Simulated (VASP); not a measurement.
Level of theory: r2SCAN+rVV10, VASP's PBE PAW potentials (set 64) (plane waves; VASP).

The input files of a VASP run:

**INCAR**
```
ALGO  =  Normal
BPARAM  =  11.95
CPARAM  =  0.0093
EDIFF  =  1E-7
ENCUT  =  520
ISIF  =  2
ISMEAR  =  0
LASPH  =  .TRUE.
LCHARG  =  .FALSE.
LMAXMIX  =  4
LMIXTAU  =  .TRUE.
LREAL  =  .FALSE.
LUSE_VDW  =  .TRUE.
LWAVE  =  .FALSE.
METAGGA  =  R2SCAN
NELM  =  100
PREC  =  Accurate
SIGMA  =  0.05
SYSTEM  =  NaI
```

### POSCAR
```
NaI
1
    0.0000000000     3.2564618415     3.2564618415
    3.2564618415     0.0000000000     3.2564618415
    3.2564618415     3.2564618415     0.0000000000
Na I
1 1
Direct
  0.0000000000   0.0000000000   0.0000000000
  0.5000000000   0.5000000000   0.5000000000
```

**KPOINTS**
```
Automatic mesh
0
Gamma
7 7 7
0 0 0
```

POTCAR, in this order: Na_pv I (PBE.64 set). Program: vasp_std.

Output of the run:

**OSZICAR**
```
       N       E                     dE             d eps       ncg     rms          rms(c)
DAV:   1     0.568554244278E+02    0.56855E+02   -0.69993E+03   440   0.116E+03
DAV:   2    -0.253097725359E+02   -0.82165E+02   -0.76698E+02   476   0.247E+02
DAV:   3    -0.318996017876E+02   -0.65898E+01   -0.65487E+01   527   0.724E+01
DAV:   4    -0.320688258962E+02   -0.16922E+00   -0.16911E+00   518   0.127E+01
DAV:   5    -0.320742304778E+02   -0.54046E-02   -0.54044E-02   533   0.233E+00    0.219E+00
DAV:   6    -0.304916404262E+02    0.15826E+01   -0.38811E-01   455   0.815E+00    0.207E+00
DAV:   7    -0.305057774998E+02   -0.14137E-01   -0.19271E-01   452   0.623E+00    0.478E-01
DAV:   8    -0.306186311783E+02   -0.11285E+00   -0.17954E-01   440   0.449E+00    0.265E-01
DAV:   9    -0.305579977244E+02    0.60633E-01   -0.90367E-02   446   0.392E+00    0.348E-01
DAV:  10    -0.303519110683E+02    0.20609E+00   -0.89315E-02   440   0.406E+00    0.143E-01
DAV:  11    -0.305689112892E+02   -0.21700E+00   -0.80177E-02   440   0.363E+00    0.613E-02
DAV:  12    -0.305679904031E+02    0.92089E-03   -0.98864E-04   530   0.398E-01    0.725E-02
DAV:  13    -0.305638403832E+02    0.41500E-02   -0.30770E-03   446   0.770E-01    0.678E-02
DAV:  14    -0.305700588103E+02   -0.62184E-02   -0.18982E-03   443   0.572E-01    0.295E-02
DAV:  15    -0.305704395889E+02   -0.38078E-03   -0.23838E-04   452   0.209E-01    0.295E-02
DAV:  16    -0.305704483484E+02   -0.87595E-05   -0.76595E-06   473   0.405E-02    0.222E-02
DAV:  17    -0.305704473080E+02    0.10404E-05   -0.21422E-06   452   0.201E-02    0.208E-02
DAV:  18    -0.305704361634E+02    0.11145E-04   -0.17093E-05   449   0.654E-02    0.109E-02
DAV:  19    -0.305704141996E+02    0.21964E-04   -0.12369E-05   458   0.550E-02    0.694E-03
DAV:  20    -0.305704105677E+02    0.36320E-05   -0.34607E-07   533   0.898E-03    0.626E-03
DAV:  21    -0.305704101065E+02    0.46119E-06   -0.45371E-07   458   0.131E-02    0.342E-03
DAV:  22    -0.305704121767E+02   -0.20702E-05   -0.15010E-06   449   0.198E-02    0.212E-03
DAV:  23    -0.305704157819E+02   -0.36051E-05   -0.56964E-07   458   0.125E-02    0.126E-03
DAV:  24    -0.305704182087E+02   -0.24268E-05   -0.21020E-07   461   0.754E-03    0.604E-04
DAV:  25    -0.305704193096E+02   -0.11009E-05   -0.46641E-08   403   0.350E-03    0.342E-04
DAV:  26    -0.305704196377E+02   -0.32808E-06   -0.11596E-08   262   0.171E-03    0.230E-04
DAV:  27    -0.305704197682E+02   -0.13056E-06   -0.35646E-09   247   0.102E-03    0.170E-04
DAV:  28    -0.305704198829E+02   -0.11464E-06   -0.66910E-10   247   0.414E-04    0.107E-04
DAV:  29    -0.305704199838E+02   -0.10093E-06   -0.45114E-10   247   0.301E-04    0.499E-05
DAV:  30    -0.305704200350E+02   -0.51188E-07   -0.97550E-11   244   0.154E-04
   1 F= -.30570420E+02 E0= -.30570420E+02  d E =-.399454E-14
```

OUTCAR:
```
------------------------ aborting loop because EDIFF is reached ----------------------------------------
  FORCE on cell =-STRESS in cart. coord.  units (eV):
  Direction    XX          YY          ZZ          XY          YZ          ZX
  --------------------------------------------------------------------------------------
  Total       -0.3999785     -0.3999785     -0.3999785     -0.0000000      0.0000000     -0.0000000
  in kB       -9.2785309     -9.2785309     -9.2785309     -0.0000000      0.0000000     -0.0000000
  external PRESSURE =      -9.2785309 kB  Pullay stress =       0.0000000 kB
  volume of cell :       69.07
      direct lattice vectors                 reciprocal lattice vectors
     0.000000000  3.256461842  3.256461842    -0.153540875  0.153540875  0.153540875
     3.256461842  0.000000000  3.256461842     0.153540875 -0.153540875  0.153540875
     3.256461842  3.256461842  0.000000000     0.153540875  0.153540875 -0.153540875
  FREE ENERGIE OF THE ION-ELECTRON SYSTEM (eV)
  ---------------------------------------------------
  free  energy   TOTEN  =       -30.5704200350 eV

  energy  without entropy=      -30.5704200350  energy(sigma->0) =      -30.57042003
```
(Selected blocks of OUTCAR.)

**OUTCAR**
```
 val. band max:        0.3456761921   @ k =   0.0000   0.0000   0.0000

 cond. band min:       4.6511299041   @ k =   0.0000   0.0000   0.0000


 Fermi energy:         0.5949063084

 k-point     1 :       0.0000    0.0000    0.0000
  band No.  band energies     occupation
      1     -22.8733      2.00000
      2     -22.8730      2.00000
      3     -22.8730      2.00000
      4     -10.9574      2.00000
      5       0.3457      2.00000
      6       0.3457      2.00000
      7       0.3457      2.00000
      8       4.6511      0.00000
      9       8.7686      0.00000
     10       8.7686      0.00000
     11       8.7686      0.00000

 k-point     2 :       0.1429    0.0000    0.0000
  band No.  band energies     occupation
      1     -22.8739      2.00000
      2     -22.8733      2.00000
      3     -22.8730      2.00000
      4     -10.9012      2.00000
      5      -0.1976      2.00000
      6       0.2876      2.00000
      7       0.2876      2.00000
      8       5.2677      0.00000
      9       8.3448      0.00000
     10       8.9580      0.00000
     11       8.9580      0.00000

 k-point     3 :       0.2857    0.0000    0.0000
  band No.  band energies     occupation
      1     -22.8759      2.00000
      2     -22.8734      2.00000
      3     -22.8731      2.00000
      4     -10.7690      2.00000
      5      -1.1190      2.00000
      6       0.1639      2.00000
      7       0.1639      2.00000
      8       5.9577      0.00000
      9       8.6050      0.00000
     10       8.7461      0.00000
     11       8.7463      0.00000

 k-point     4 :       0.4286    0.0000    0.0000
  band No.  band energies     occupation
      1     -22.8775      2.00000
      2     -22.8735      2.00000
      3     -22.8732      2.00000
      4     -10.6564      2.00000
      5      -1.7149      2.00000
      6       0.0708      2.00000
      7       0.0708      2.00000
      8       5.9683      0.00000
      9       8.3989      0.00000
...
```

Unless said otherwise, spin-orbit coupling is left out, though it shifts the bands of the heavy elements here.

The compound is NaI in the rock salt structure. This cell is one point of a volume scan, at 1.06 of the reference volume.
